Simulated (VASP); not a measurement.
VASP input:

### INCAR
```
SYSTEM = Ru
PREC = Accurate
ENCUT = 400
EDIFF = 1E-6
NELM = 60
ALGO = VeryFast
LREAL = .FALSE.
LASPH = .TRUE.
ISMEAR = 1
SIGMA = 0.1
GGA = PE
LMAXMIX = 4
LWAVE = .FALSE.
LCHARG = .FALSE.
ISIF = 2
NELMDL = -1
```

### POSCAR
```
Ru
1
    1.3821000000    -2.3938680000     0.0000000000
    1.3821000000     2.3938680000     0.0000000000
    0.0000000000     0.0000000000     4.3656000000
Ru
2
Direct
  0.3333330000   0.6666670000   0.2500000000
  0.6666670000   0.3333330000   0.7500000000
```

**KPOINTS**
```
Automatic mesh
0
Gamma
11 11 6
0 0 0
```

POTCAR, in this order: Ru_pv (PBE.64 set). Program: vasp_std.

What VASP printed:

### standard output
```
...
RMM:  31     0.143545147081E+04   -0.17258E+00   -0.16856E+00  4600   0.557E+00    0.688E+00
WARNING in EDDRMM: call to ZHEGV failed, returncode =   8  4      2
RMM:  32     0.143528320627E+04   -0.16826E+00   -0.16430E+00  4593   0.520E+00    0.605E+00
RMM:  33     0.143513706584E+04   -0.14614E+00   -0.14181E+00  4595   0.491E+00    0.473E+00
RMM:  34     0.143499760009E+04   -0.13947E+00   -0.13709E+00  4589   0.460E+00    0.549E+00
RMM:  35     0.143487813477E+04   -0.11947E+00   -0.11754E+00  4573   0.432E+00    0.602E+00
RMM:  36     0.143476553695E+04   -0.11260E+00   -0.11106E+00  4577   0.404E+00    0.671E+00
RMM:  37     0.143466848692E+04   -0.97050E-01   -0.95527E-01  4508   0.380E+00    0.748E+00
RMM:  38     0.143457661314E+04   -0.91874E-01   -0.90324E-01  4421   0.357E+00    0.839E+00
RMM:  39     0.143449603498E+04   -0.80578E-01   -0.78980E-01  4450   0.337E+00    0.952E+00
RMM:  40     0.143441995369E+04   -0.76081E-01   -0.74773E-01  4342   0.318E+00    0.107E+01
WARNING in EDDRMM: call to ZHEGV failed, returncode =   8  4      7
RMM:  41     0.143435259451E+04   -0.67359E-01   -0.66251E-01  4280   0.300E+00    0.118E+01
WARNING in EDDRMM: call to ZHEGV failed, returncode =   6  3      1
RMM:  42     0.143428940735E+04   -0.63187E-01   -0.62284E-01  4136   0.283E+00    0.127E+01
RMM:  43     0.143423326054E+04   -0.56147E-01   -0.55321E-01  4004   0.268E+00    0.135E+01
RMM:  44     0.143418112795E+04   -0.52133E-01   -0.51510E-01  3898   0.253E+00    0.140E+01
WARNING in EDDRMM: call to ZHEGV failed, returncode =   8  4      8
RMM:  45     0.143413461690E+04   -0.46511E-01   -0.45973E-01  3780   0.240E+00    0.145E+01
RMM:  46     0.143409173807E+04   -0.42879E-01   -0.42473E-01  3817   0.226E+00    0.149E+01
RMM:  47     0.143405344513E+04   -0.38293E-01   -0.37940E-01  4527   0.216E+00    0.149E+01
WARNING in EDDRMM: call to ZHEGV failed, returncode =   6  3      9
RMM:  48     0.143401818893E+04   -0.35256E-01   -0.34976E-01  4230   0.202E+00    0.151E+01
RMM:  49     0.143398680470E+04   -0.31384E-01   -0.31137E-01  3876   0.192E+00    0.154E+01
RMM:  50     0.143395778679E+04   -0.29018E-01   -0.28815E-01  3741   0.181E+00    0.156E+01
RMM:  51     0.143393213086E+04   -0.25656E-01   -0.25473E-01  3657   0.171E+00    0.157E+01
WARNING in EDDRMM: call to ZHEGV failed, returncode =   8  4      9
RMM:  52     0.143390830600E+04   -0.23825E-01   -0.23637E-01  4565   0.164E+00    0.153E+01
WARNING in EDDRMM: call to ZHEGV failed, returncode =   6  3      5
RMM:  53     0.143388718897E+04   -0.21117E-01   -0.20938E-01  4389   0.154E+00    0.153E+01
WARNING in EDDRMM: call to ZHEGV failed, returncode =   6  3      3
RMM:  54     0.143386747842E+04   -0.19711E-01   -0.19446E-01  4568   0.147E+00    0.150E+01
RMM:  55     0.143385000260E+04   -0.17476E-01   -0.17316E-01  4402   0.139E+00    0.147E+01
WARNING in EDDRMM: call to ZHEGV failed, returncode =   6  3      5
RMM:  56     0.143383375796E+04   -0.16245E-01   -0.16119E-01  4208   0.132E+00    0.146E+01
RMM:  57     0.143381922958E+04   -0.14528E-01   -0.14402E-01  4459   0.125E+00    0.144E+01
RMM:  58     0.143380563358E+04   -0.13596E-01   -0.13460E-01  4464   0.119E+00    0.141E+01
RMM:  59     0.143379343012E+04   -0.12203E-01   -0.12102E-01  3795   0.112E+00    0.140E+01
WARNING in EDDRMM: call to ZHEGV failed, returncode =   6  3      3
RMM:  60     0.143378201885E+04   -0.11411E-01   -0.11313E-01  4059   0.107E+00

 -----------------------------------------------------------------------------
|                                                                             |
|           W    W    AA    RRRRR   N    N  II  N    N   GGGG   !!!           |
|           W    W   A  A   R    R  NN   N  II  NN   N  G    G  !!!           |
|           W    W  A    A  R    R  N N  N  II  N N  N  G       !!!           |
|           W WW W  AAAAAA  RRRRR   N  N N  II  N  N N  G  GGG   !            |
|           WW  WW  A    A  R   R   N   NN  II  N   NN  G    G                |
|           W    W  A    A  R    R  N    N  II  N    N   GGGG   !!!           |
|                                                                             |
|     The electronic self-consistency was not achieved in the given           |
|     number of steps (NELM). The forces and other quantities evaluated       |
|     might not be reliable so examine the results carefully. If you find     |
|     spurious results, we suggest increasing NELM, if you were close to      |
|     convergence or switching to a different ALGO or adjusting the           |
|     density mixing parameters otherwise.                                    |
|                                                                             |
 -----------------------------------------------------------------------------

   1 F= 0.14337820E+04 E0= 0.14337816E+04  d E =0.126903E-02
```

OUTCAR:
```
------------------------ aborting loop EDIFF was not reached (unconverged)  ----------------------------
  FORCE on cell =-STRESS in cart. coord.  units (eV):
  Direction    XX          YY          ZZ          XY          YZ          ZX
  --------------------------------------------------------------------------------------
  Total       53.3227771     53.3228029     52.3316814      0.0000000     -0.0000000      0.0000000
  in kB     2957.3977592   2957.3991895   2902.4294227      0.0000000     -0.0000000      0.0000000
  external PRESSURE =    2939.0754571 kB  Pullay stress =       0.0000000 kB
  volume of cell :       28.89
      direct lattice vectors                 reciprocal lattice vectors
     1.382100000 -2.393868000  0.000000000     0.361768324 -0.208866988  0.000000000
     1.382100000  2.393868000  0.000000000     0.361768324  0.208866988  0.000000000
     0.000000000  0.000000000  4.365600000     0.000000000  0.000000000  0.229063588
 POSITION                                       TOTAL-FORCE (eV/Angst)
 -----------------------------------------------------------------------------------
      1.38210      0.79796      1.09140        -0.000000      0.000000      0.000000
      1.38210     -0.79796      3.27420         0.000000     -0.000000      0.000000
 -----------------------------------------------------------------------------------
    total drift:                                0.000000      0.000023      0.000030
  FREE ENERGIE OF THE ION-ELECTRON SYSTEM (eV)
  ---------------------------------------------------
  free  energy   TOTEN  =      1433.7820188489 eV

  energy  without entropy=     1433.7807498213  energy(sigma->0) =     1433.78159584
```
(Selected blocks of OUTCAR.)

Q: From input and log, find the fault in this run and mend it.

A: The cause: ALGO = VeryFast starts from random orbitals with almost no delay (NELMDL = -1). Convergence was not reached. Against the sound run, the energy per atom (σ→0) rises by 726.089 eV/atom; the pressure goes up by 308.19 GPa. To mend it, set ALGO = Normal, remove NELMDL.

The mended run (PBE GGA, plane waves, VASP's PBE PAW potentials (set 64)) converges, and its OSZICAR ends with
```
   1 F= -.18395620E+02 E0= -.18395683E+02  d E =0.188826E-03
```

The compound is Ru in the hcp structure. The cell was not relaxed at this level.
